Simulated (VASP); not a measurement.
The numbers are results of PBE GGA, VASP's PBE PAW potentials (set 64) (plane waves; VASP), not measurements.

VASP input:

**KPOINTS**
```
Automatic
0
G
  5 5 5
```

File POSCAR:
```
MoS2
6.737770
  0.2363022187   0.1364291153   0.9620542108
 -0.2363022187   0.1364291153   0.9620542108
  0.0000000000  -0.2728582305   0.9620542108
Mo S
1 2
Direct
  0.9997800000   0.9997800000   0.9997800000
  0.4129370000   0.4129370000   0.4129370000
  0.2533030000   0.2533030000   0.2533030000
```

### INCAR
```
ALGO  =  Normal
EDIFF  =  1E-6
ENCUT  =  300
GGA  =  PE
ISIF  =  2
ISMEAR  =  0
LASPH  =  .TRUE.
LCHARG  =  .FALSE.
LMAXMIX  =  4
LREAL  =  .FALSE.
LWAVE  =  .FALSE.
NELM  =  100
PREC  =  Accurate
SIGMA  =  0.01
SYSTEM  =  MoS2
```

POTCAR, in this order: Mo_sv S (PBE.64 set). Program: vasp_std.

### Question
Predict the energy per atom (σ→0), largest force.

### Answer

```json
{
 "energy per atom (σ→0)": "-7.276 eV/atom",
 "largest_force": "0.162 eV/Å"
}
```

**OSZICAR**
```
...
DAV:   8    -0.218293386776E+02    0.98444E-01   -0.53361E-01   717   0.498E+00    0.190E+00
DAV:   9    -0.218306432498E+02   -0.13046E-02   -0.24928E-02   758   0.103E+00    0.602E-01
DAV:  10    -0.218292666219E+02    0.13766E-02   -0.12565E-02   674   0.819E-01    0.201E-01
DAV:  11    -0.218292911666E+02   -0.24545E-04   -0.43928E-04   704   0.157E-01    0.842E-02
DAV:  12    -0.218292739798E+02    0.17187E-04   -0.26419E-04   722   0.113E-01    0.489E-02
DAV:  13    -0.218293009402E+02   -0.26960E-04   -0.63469E-05   659   0.493E-02    0.134E-02
DAV:  14    -0.218293017887E+02   -0.84851E-06   -0.47964E-06   788   0.139E-02
   1 F= -.21829302E+02 E0= -.21829302E+02  d E =-.175218E-50
```

The structure comes from a computed database's MoS2 entry; how it stands against other phases isn't given here. The cell was not relaxed at this level. The k-mesh is coarse (spacing up to 0.46 per Å, 2π included), so the numbers may not be converged in it. The run is one of a series of settings (KPOINTS 5×5×5 Γ-centred mesh against the base run), some of them coarse on purpose.
